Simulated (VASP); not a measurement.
# LiGeN (P6_3mc) in VASP: density of states with PBE

Aim: the density of states of LiGeN with PBE.

All numbers are computed with VASP 6.6.1; they aren't measurements. Logs are shortened: lines on timing, memory, paths and dates and some standing lists are left out, and cuts for length are marked.

**1. The crystal as given**

The structure is hexagonal, space group P6_3mc (No. 186). The conventional cell has a = 3.007 Å, b = 3.007 Å, c = 9.709 Å, α = 90.00°, β = 90.00°, γ = 120.00°. Around Li (site symmetry 3m) lie 3 N at 2.15 Å. Ge (site symmetry 3m) is surrounded by 3 N at 2.01 Å. Around N (site symmetry 3m) lie 3 Ge at 2.01 Å and 3 Li at 2.15 Å.

The cell was built by a generator and needn't be a form met in nature.

**2. Density of states, PBE**

File POSCAR:

```
LiGeN                                   
1.0
    3.0073989017     -0.0000000000     -0.0000000000
   -1.5036994559      2.6044838529      0.0000000000
   -0.0000000000     -0.0000000000      9.7088031387
  Li              Ge              N             
     2     2     2
Direct
     0.0000000000000000    0.0000000000000000    0.2051763332997011
     0.0000000000000000    0.0000000000000000    0.7051763332997009
     0.3333333300000021    0.6666666699999979    0.4701063178413207
     0.6666666699999979    0.3333333300000021    0.9701063178413205
     0.3333333300000021    0.6666666699999979    0.0746889888589836
     0.6666666699999979    0.3333333300000021    0.5746889888589837
```

File INCAR.step1:

```
SYSTEM = LiGeN
PREC = Accurate ; ENCUT = 520
EDIFF = 1E-6 ; ISMEAR = 0
SIGMA = 0.1 ; LREAL = .FALSE.
LASPH = .TRUE. ; NELM = 100
ALGO = Fast ; ISIF = 2
LWAVE = .FALSE. ; LCHARG = .TRUE.
GGA = PE ; NBANDS = 31
KPAR = 4
```

File KPOINTS.step1:

```
regular mesh
0
G
  12 12 4
  0 0 0
```

File INCAR.step2:

```
SYSTEM = LiGeN
PREC = Accurate ; ENCUT = 520
EDIFF = 1E-6 ; ISMEAR = -5
SIGMA = 0.1 ; LREAL = .FALSE.
LASPH = .TRUE. ; NELM = 100
ALGO = Fast ; ISIF = 2
LWAVE = .FALSE. ; LCHARG = .FALSE.
GGA = PE ; LORBIT = 10
NBANDS = 31 ; KPAR = 4
NEDOS = 1001 ; ICHARG = 11
```

File KPOINTS.step2:

```
regular mesh
0
G
  18 18 6
  0 0 0
```

Potentials or basis: VASP PAW PBE potentials, release 64 (Li_sv, Ge_d, N).

Started as:

```sh
> cat potpaw_PBE.64/Li_sv/POTCAR potpaw_PBE.64/Ge_d/POTCAR potpaw_PBE.64/N/POTCAR > POTCAR
> cp INCAR.step1 INCAR
> cp KPOINTS.step1 KPOINTS
> mpirun -np 4 vasp_std > vasp.out
> cp INCAR.step2 INCAR
> cp KPOINTS.step2 KPOINTS
> mpirun -np 4 vasp_std > vasp.out
```

OUTCAR:

```text
SYSTEM = LiGeN
   PREC = Accurate
   ENCUT = 520
   EDIFF = 1E-6
   ISMEAR = -5
   LREAL = .FALSE.
   LASPH = .TRUE.
   NELM = 100
   ISIF = 2
   GGA = PE
   LORBIT = 10
   ICHARG = 11

 ion  position               nearest neighbor table
   1  0.000  0.000  0.205-   5 2.15   5 2.15   5 2.15
   2  0.000  0.000  0.705-   6 2.15   6 2.15   6 2.15
   3  0.333  0.667  0.470-   6 2.01   6 2.01   6 2.01
   4  0.667  0.333  0.970-   5 2.01   5 2.01   5 2.01
   5  0.333  0.667  0.075-   4 2.01   4 2.01   4 2.01   1 2.15   1 2.15   1 2.15
   6  0.667  0.333  0.575-   3 2.01   3 2.01   3 2.01   2 2.15   2 2.15   2 2.15

  LATTYP: Found a hexagonal cell.
 ALAT       =     3.0073989017
 C/A-ratio  =     3.2283057406

  Lattice vectors:

 A1 = (   3.0073989017,   0.0000000000,   0.0000000000)
 A2 = (  -1.5036994559,   2.6044838529,   0.0000000000)
 A3 = (   0.0000000000,   0.0000000000,   9.7088031387)

Analysis of symmetry for initial positions (statically):
=====================================================================
 Subroutine PRICEL returns:
 Original cell was already a primitive cell.

 Routine SETGRP: Setting up the symmetry group for a
 hexagonal supercell.

 Subroutine GETGRP returns: Found 12 space group operations
 (whereof  6 operations were pure point group operations)
 out of a pool of 24 trial point group operations.

The static configuration has the point symmetry C_3v.
 The point group associated with its full space group is C_6v.

Analysis of symmetry for dynamics (positions and initial velocities):
=====================================================================
 Subroutine PRICEL returns:
 Original cell was already a primitive cell.

 Routine SETGRP: Setting up the symmetry group for a
 hexagonal supercell.

 Subroutine GETGRP returns: Found 12 space group operations
 (whereof  6 operations were pure point group operations)
 out of a pool of 24 trial point group operations.

The dynamic configuration has the point symmetry C_3v.
 The point group associated with its full space group is C_6v.

 Subroutine INISYM returns: Found 12 space group operations
 (whereof  6 operations are pure point group operations),
 and found     1 'primitive' translations

----------------------------------------------------------------------------------------

                                     Primitive cell

  volume of cell :      76.0464

  direct lattice vectors                    reciprocal lattice vectors
     3.007398902  0.000000000  0.000000000     0.332513256  0.191976618  0.000000000
    -1.503699456  2.604483853  0.000000000     0.000000000  0.383953235  0.000000000
     0.000000000  0.000000000  9.708803139     0.000000000  0.000000000  0.102999308

  length of vectors
     3.007398902  3.007398908  9.708803139     0.383953236  0.383953235  0.102999308

  position of ions in fractional coordinates (direct lattice)
     0.000000000  0.000000000  0.205176333
     0.000000000  0.000000000  0.705176333
     0.333333330  0.666666670  0.470106318
     0.666666670  0.333333330  0.970106318
     0.333333330  0.666666670  0.074688989
     0.666666670  0.333333330  0.574688989

  ion indices of the primitive-cell ions
   primitive index   ion index
                 1           1
                 2           2
                 3           3
                 4           4
                 5           5
                 6           6

----------------------------------------------------------------------------------------

 KPOINTS: regular mesh

Automatic generation of k-mesh.
 Grid dimensions read from file:
 generate k-points for:   18   18    6

 Generating k-lattice:

  Cartesian coordinates                     Fractional coordinates (reciprocal lattice)
     0.018472959  0.010665368  0.000000000     0.055555556  0.000000000  0.000000000
     0.000000000  0.021330735  0.000000000     0.000000000  0.055555556  0.000000000
     0.000000000  0.000000000  0.017166551     0.000000000  0.000000000  0.166666667

  Length of vectors
     0.021330735  0.021330735  0.017166551

  Shift w.r.t. Gamma in fractional coordinates (k-lattice)
     0.000000000  0.000000000  0.000000000

 TETIRR: Found   1977 inequivalent tetrahedra from    11664

 Subroutine IBZKPT returns following result:
 ===========================================

 Found    148 irreducible k-points:

 Following reciprocal coordinates:
            Coordinates               Weight
  0.000000  0.000000  0.000000      1.000000
  0.055556 -0.000000  0.000000      6.000000
  0.111111 -0.000000  0.000000      6.000000
  0.166667  0.000000  0.000000      6.000000
  0.222222  0.000000  0.000000      6.000000
  0.277778  0.000000  0.000000      6.000000
[... 16 lines left out ...]
  0.333333  0.111111  0.000000     12.000000
  0.388889  0.111111  0.000000     12.000000
 [... further k-points ...]
   k-points           NKPTS =    148   k-points in BZ     NKDIM =    148   number of bands    NBANDS=     31
   number of dos      NEDOS =   1001   number of ions     NIONS =      6
   total plane-waves  NPLWV =  41472
   dimension x,y,z NGX =    24 NGY =   24 NGZ =   72
   dimension x,y,z NGXF=    48 NGYF=   48 NGZF=  144
   ions per type =               2   2   2
   NGX,Y,Z   is equivalent  to a cutoff of  13.27, 13.27, 12.33 a.u.
   NGXF,Y,Z  is equivalent  to a cutoff of  26.53, 26.53, 24.66 a.u.
 SYSTEM =  LiGeN
   PREC   = accura    normal or accurate (medium, high low for compatibility)
   ISTART =      0    job   : 0-new  1-cont  2-samecut
   ICHARG =     11    charge: 1-file 2-atom 10-const
   ISPIN  =      1    spin polarized calculation?
   LNONCOLLINEAR =      F non collinear calculations
   LSORBIT =      F    spin-orbit coupling
   LASPH  =      T    aspherical Exc in radial PAW
   ENCUT  =  520.0 eV  38.22 Ry    6.18 a.u.   5.59  5.59 18.05*2*pi/ulx,y,z
   NELM   =    100;   NELMIN=  2; NELMDL=  0     # of ELM steps
   EDIFF  = 0.1E-05   stopping-criterion for ELM
   LREAL  =      F    real-space projection
   EDIFFG = 0.1E-04   stopping-criterion for IOM
   NSW    =      0    number of steps for IOM
   IBRION =     -1    ionic relax: 0-MD 1-quasi-New 2-CG
   NFREE  =      0    steps in history (QN), initial steepest desc. (CG)
   ISIF   =      2    stress and relaxation
   ISYM   =      2    0-nonsym 1-usesym 2-fastsym
   POTIM  = 0.5000    time-step for ionic-motion
   TEBEG  =    0.0;   TEEND  =   0.0 temperature during run
   PSTRESS=    0.0 pullay stress
   NELECT =      44.0000    total number of electrons
   NUPDOWN=      -1.0000    fix difference up-down
   EMIN   =  10.00;   EMAX   =-10.00  energy-range for DOS
   EFERMI =   0.00;   METHOD = LEGACY
   ISMEAR =    -5;   SIGMA  =   0.10  broadening in eV -4-tet -1-fermi 0-gaus
   EFERMI_NEDOS =   21; number of points for ismear=-14 and -15
   IALGO  =     68    algorithm
   IMIX   =      4    mixing-type and parameters
     AMIX     =   0.40;   BMIX     =  1.00
     AMIX_MAG =   1.60;   BMIX_MAG =  1.00
  volume/ion in A,a.u.               =      12.67        85.53
  Fermi-wavevector in a.u.,A,eV,Ry     =   1.364163  2.577894 25.319634  1.860941
  Thomas-Fermi vector in A             =   2.490503
   LORBIT       =     10    0 simple, 1 ext, 2 COOP (PROOUT), +10 PAW based schemes
   GGA     = PE    functional components
   LHFCALC =     F    Hartree Fock is set to
   AEXX    =    0.0000 exact exchange contribution
   IVDW    =     0    specifies the selected vdW correction
   LEPSILON=     F    determine dielectric tensor
   LRPA    =     F    only Hartree local field effects (RPA)
 non-spin polarized calculation
 RMM-DIIS sequential band-by-band and
 Fermi weights with tetrahedron method with Bloechl corrections
  energy-cutoff  :      520.00
  volume of cell :       76.05
 maximum number of plane-waves:      2082
 NGX is ok and might be reduce to    24

 number of electron      44.0000036 magnetization

 Free energy of the ion-electron system (eV)
  ---------------------------------------------------
  ext. energy  EPLUGINS =         0.00000000
  ---------------------------------------------------
  free energy    TOTEN  =       -31.22264001 eV

  energy without entropy =      -31.22264001  energy(sigma->0) =      -31.22264001

 E-fermi :   4.4456     XC(G=0): -10.2347

 val. band max:        4.4394766970   @ k =   0.1667   0.1667   0.0000
 cond. band min:       5.5883382346   @ k =   0.5000   0.0000   0.0000
 fundamental gap:      1.1488615376
 Fermi energy:         4.4456482909

 k-point     1 :       0.0000    0.0000    0.0000
  band No.  band energies     occupation
      1     -40.8718      2.00000
      2     -40.8718      2.00000
      3     -19.5426      2.00000
      4     -19.5426      2.00000
      5     -19.5426      2.00000
      6     -19.5426      2.00000
[... 23 lines left out ...]
     30      12.8861      0.00000
     31      17.1339      0.00000

 k-point     2 :       0.0556   -0.0000    0.0000
  band No.  band energies     occupation
      1     -40.8714      2.00000
      2     -40.8713      2.00000
      3     -19.5442      2.00000
      4     -19.5442      2.00000
      5     -19.5398      2.00000
      6     -19.5398      2.00000
[... 23 lines left out ...]
     30      12.9226      0.00000
     31      16.9439      0.00000

 k-point     3 :       0.1111   -0.0000    0.0000
  band No.  band energies     occupation
      1     -40.8699      2.00000
      2     -40.8698      2.00000
      3     -19.5490      2.00000
      4     -19.5490      2.00000
      5     -19.5316      2.00000
      6     -19.5316      2.00000
[... 703 lines left out ...]
     30      12.7088      0.00000
     31      13.1593      0.00000

 k-point    24 :       0.3889    0.1111    0.0000
  band No.  band energies     occupation
      1     -40.8554      2.00000
      2     -40.8554      2.00000
      3     -19.5956      2.00000
      4     -19.5955      2.00000
      5     -19.4680      2.00000
      6     -19.4680      2.00000
[... 23 lines left out ...]
     30      12.9065      0.00000
     31      13.0028      0.00000

 [... further k-points ...]
[... 5 lines left out ...]
  --------------------------------------------------------------------------------------
  -------------------------------------------------------------------------------------
  Total       -0.0682942     -0.0682942     -0.1068718      0.0000000     -0.0000000      0.0000000
  in kB       -1.4388521     -1.4388521     -2.2516215      0.0000000     -0.0000000      0.0000000
  external PRESSURE =      -1.7097753 kB  Pullay stress =       0.0000000 kB

 VOLUME and BASIS-vectors are now :
 -----------------------------------------------------------------------------
  energy-cutoff  :      520.00
  volume of cell :       76.05
      direct lattice vectors                 reciprocal lattice vectors
     3.007398902  0.000000000  0.000000000     0.332513256  0.191976618  0.000000000
    -1.503699456  2.604483853  0.000000000     0.000000000  0.383953235  0.000000000
     0.000000000  0.000000000  9.708803139     0.000000000  0.000000000  0.102999308

 POSITION                                       TOTAL-FORCE (eV/Angst)
 -----------------------------------------------------------------------------------
      0.00000      0.00000      1.99202        -0.000000      0.000000      0.000404
      0.00000      0.00000      6.84642        -0.000000      0.000000      0.000404
     -0.00000      1.73632      4.56417        -0.000000      0.000000      0.004281
      1.50370      0.86816      9.41857         0.000000     -0.000000      0.004281
     -0.00000      1.73632      0.72514        -0.000000     -0.000000     -0.004685
      1.50370      0.86816      5.57954         0.000000      0.000000     -0.004685
 -----------------------------------------------------------------------------------
    total drift:                                0.000000      0.000000      0.002091

  FREE ENERGIE OF THE ION-ELECTRON SYSTEM (eV)
  ---------------------------------------------------
  free  energy   TOTEN  =       -31.2226400104 eV

  energy  without entropy=      -31.2226400104  energy(sigma->0) =      -31.22264001

 total charge

# of ion       s       p       d       tot
------------------------------------------
    1        2.018   0.051   0.000   2.069
    2        2.018   0.051   0.000   2.069
    3        1.150   1.107  10.134  12.391
    4        1.150   1.107  10.134  12.391
    5        1.249   2.447   0.000   3.696
    6        1.249   2.447   0.000   3.696
--------------------------------------------------
tot          8.834   7.209  20.268  36.311
```

Run time: 3.7 min. Hardware: 4 MPI ranks of AMD EPYC 9R45 (Zen 5), shared host; peak memory 0.39 GiB.

Results:

- Valence electrons inside the program's atomic spheres: Li 2.07; Ge 12.39; N 3.70

States per cell in windows of 1 eV (zero at the valence-band top; states under -8 eV left out):
| from (eV) | total | N5_p | N6_p | Ge3_p | Ge4_p | Ge3_s | Ge4_s |
| --- | --- | --- | --- | --- | --- | --- | --- |
| -8.0 | 2.23 | 0.18 | 0.18 | 0.04 | 0.04 | 0.40 | 0.40 |
| -7.0 | 1.04 | 0.06 | 0.06 | 0.02 | 0.02 | 0.17 | 0.17 |
| -6.0 | 0.25 | 0.04 | 0.04 | 0.03 | 0.03 | 0.00 | 0.00 |
| -5.0 | 2.68 | 0.40 | 0.40 | 0.23 | 0.23 | 0.05 | 0.05 |
| -4.0 | 2.31 | 0.44 | 0.44 | 0.16 | 0.16 | 0.03 | 0.03 |
| -3.0 | 1.97 | 0.46 | 0.46 | 0.13 | 0.13 | 0.01 | 0.01 |
| -2.0 | 2.18 | 0.42 | 0.42 | 0.13 | 0.13 | 0.03 | 0.03 |
| -1.0 | 2.67 | 0.37 | 0.37 | 0.22 | 0.22 | 0.12 | 0.12 |
| 0.0 | 0.00 | 0.00 | 0.00 | 0.00 | 0.00 | 0.00 | 0.00 |
| 1.0 | 0.39 | 0.02 | 0.02 | 0.02 | 0.02 | 0.01 | 0.01 |
| 2.0 | 1.72 | 0.13 | 0.13 | 0.11 | 0.11 | 0.05 | 0.05 |
| 3.0 | 1.41 | 0.08 | 0.08 | 0.09 | 0.09 | 0.09 | 0.09 |
| 4.0 | 2.29 | 0.16 | 0.16 | 0.11 | 0.11 | 0.11 | 0.11 |
| 5.0 | 1.71 | 0.12 | 0.12 | 0.12 | 0.12 | 0.05 | 0.05 |
| 6.0 | 1.97 | 0.10 | 0.10 | 0.25 | 0.25 | 0.04 | 0.04 |
| 7.0 | 3.54 | 0.20 | 0.20 | 0.46 | 0.46 | 0.05 | 0.05 |

Caveat: the cutoff is under 1.25 times the usual one of these potentials, so pressure, stress and relaxed cells hold a basis-set (Pulay) error.
